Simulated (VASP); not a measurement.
VASP ran on this input.

### POSCAR
```
PtTe2
1
    2.0776898353    -3.5986639597     0.0000000000
    2.0776898353     3.5986639597     0.0000000000
    0.0000000000     0.0000000000     5.3107572627
Te Pt
2 1
Direct
  0.3333330000   0.6666670000   0.2625590382
  0.6666670000   0.3333330000   0.7374409618
  0.0000000000   0.0000000000   0.0000000000
```

### INCAR
```
SYSTEM = PtTe2
PREC = Accurate; ENCUT = 520; LREAL = .FALSE.
LASPH = .TRUE.
EDIFF = 1E-7; NELM = 100; ALGO = Normal
LMAXMIX = 6
ISMEAR = 1; SIGMA = 0.1
GGA = MK; LUSE_VDW = .TRUE.; AGGAC = 0.0
PARAM1 = 0.1234568; PARAM2 = 0.7114; ZAB_VDW = -1.8867
IBRION = 2; NSW = 30; ISIF = 4
EDIFFG = -0.01
LWAVE = .FALSE.; LCHARG = .FALSE.
```

KPOINTS:
```
Regular mesh
0
gamma
 9 9 6
```

POTCAR, in this order: Te Pt (PBE.64 set). Program: vasp_std.

**Question.** Translate this rev-vdW-DF2 calculation to Quantum ESPRESSO's pw.x.

**Answer.** One equivalent input (not run):
```
&CONTROL
  calculation = 'vc-relax'
  pseudo_dir = './pseudo'
  outdir = './out'
  tprnfor = .true.
  tstress = .true.
  nstep = 30
  forc_conv_thr = 0.00039
/
&SYSTEM
  ibrav = 0
  nat = 3
  ntyp = 2
  ecutwfc = 84
  occupations = 'smearing'
  smearing = 'methfessel-paxton'
  degauss = 0.00735
  input_dft = 'vdw-df2-b86r'
/
&ELECTRONS
  conv_thr = 7.3e-09
  electron_maxstep = 100
/
&IONS
/
&CELL
  cell_dofree = 'shape'
/
ATOMIC_SPECIES
  Te 127.600 Te.upf
  Pt 195.084 Pt.upf
CELL_PARAMETERS angstrom
     2.0776898   -3.5986640    0.0000000
     2.0776898    3.5986640    0.0000000
     0.0000000    0.0000000    5.3107573
ATOMIC_POSITIONS crystal
  Te   0.3333330  0.6666670  0.2625590
  Te   0.6666670  0.3333330  0.7374410
  Pt   0.0000000  0.0000000  0.0000000
K_POINTS automatic
  9 9 6 0 0 0
```
Limits of the translation: the potentials are each code's own (VASP's PAW set, PseudoDojo norm-conserving files in pw.x), so ENCUT and ecutwfc are chosen apart and not converted; conv_thr bounds pw.x's estimated SCF error, while EDIFF bounds the energy change between steps; forc_conv_thr acts on force components and is met together with etot_conv_thr.

The compound is PtTe2 in the 1T layered structure. This cell is one point of a volume scan, at 1.06 of the reference volume. Symmetry was kept, so distortions that lower it aren't found.
